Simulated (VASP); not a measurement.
## VSi (relaxed from the rocksalt structure, space group Fm-3m): computed properties

These are PBEsol GGA, VASP's PBE PAW potentials (set 64) (plane waves; VASP) values and carry that method's errors.

- space group = Fm-3m (225)
- cell = a = b = c = 4.8287 Å, α = β = γ = 90.00°
- volume per atom = 14.07 Å^3/atom
- band gap (over mesh and band path) = none (metal, semimetal or under 0.01 eV)
- density = 4.66 g/cm³
- optical Γ-point spectrum = 418 (×3) cm⁻¹
- C11 = 340 GPa
- C12 = 59.5 GPa
- C44 = -9.0 GPa

```
CELL_PARAMETERS angstrom
      0.00000     2.41434     2.41434
      2.41434     0.00000     2.41434
      2.41434     2.41434     0.00000
ATOMIC_POSITIONS crystal
  Si 0.00000 0.00000 0.00000
  V  0.50000 0.50000 0.50000
```

Finite-difference elastic constants of metals are sensitive to mesh and smearing; shear constants can be off by tens of GPa.

The structure was generated: VSi was put into the rocksalt type (Fm-3m), which need not be its known phase. It was relaxed first, which changed the volume by -21 %. Symmetry was kept, so distortions that lower it aren't found.
